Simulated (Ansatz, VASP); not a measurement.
**B2TeC: VASP beside Ansatz**

The input INCAR:

```
ALGO = Normal
EDIFF = 1E-7
EDIFFG = -0.01
ENCUT = 600
GGA = PE
IBRION = 2
ISIF = 3
ISMEAR = 0
LASPH = T
LCHARG = F
LREAL = F
LWAVE = F
NELM = 100
NSW = 100
PREC = Accurate
SIGMA = 0.1
```

KPOINTS

```
k-points
0
Gamma
  10 10 12
```

Contents of POSCAR:

```
B2TeC
1.0
    4.5726141741      0.0000000000      0.0000000000
    0.0000000000      4.5726141741      0.0000000000
    0.0000000000      0.0000000000      4.2074597417
B Te C
2 1 1
Direct
    0.0000000000      0.5000000000      0.5000000000
    0.5000000000      0.0000000000      0.5000000000
    0.0000000000      0.0000000000      0.5000000000
    0.0000000000      0.0000000000      0.0000000000
```

Input for Ansatz:

```yaml
crystal:
  lattice:
    - [4.5726141741, 0.0, 0.0]
    - [0.0, 4.5726141741, 0.0]
    - [0.0, 0.0, 4.2074597417]
  atoms:
    - { symbol: B, position: [0.0, 0.5, 0.5] }
    - { symbol: B, position: [0.5, 0.0, 0.5] }
    - { symbol: Te, position: [0.0, 0.0, 0.5] }
    - { symbol: C, position: [0.0, 0.0, 0.0] }
basis:
  ecutwfc: 420
kpoints:
  mp_grid: { grid: [10, 10, 12] }
hamiltonian:
  xc: pbe
scf:
  occupations: { method: gaussian, width: 0.1 }
output:
  forces: true
  stress: true
  eigenvalues: true
  write_density: true
  write_potential: true
  elf: true
  volumetric_format: npy
relax:
  adjacent_minimum: "off"
  f_tol: 0.01
  max_steps: 80
  cell: { stress_tol: 0.05 }
```

Alike in both runs: task relaxation of cell and atoms; functional PBE; k mesh 10 × 10 × 12; occupations gaussian, width 0.1 eV; no spin polarisation.

|  | VASP | Ansatz |
| --- | --- | --- |
| version | VASP 6.6.1 | Ansatz 0.2.0 |
| potentials or method | VASP PAW PBE potentials, release 64 (B, Te, C) | scalar-relativistic, plane waves, PAW |
| plane-wave cutoff (eV) | 600 | 420 |
| valence electrons in the cell | 16 | 26 |

VASP gave:

| Item | Value |
| --- | --- |
| gap on the k mesh at the Fermi level, each at its own relaxed structure (eV) | none |
| relaxed volume (Å³/atom) | 22.20 |
| relaxed cell length with the largest relative difference (Å) | 4.236 |

Q: Which values does Ansatz return?

A: gap on the k mesh at the Fermi level, each at its own relaxed structure (eV): none; relaxed volume (Å³/atom): 22.14; relaxed cell length with the largest relative difference (Å): 4.230.

A gap of «none» marks a metal or a gap that the smearing closes. The two sets of potentials don't hold the same shells in valence.

The runs have no spin-orbit coupling, so splittings on Te are missing.
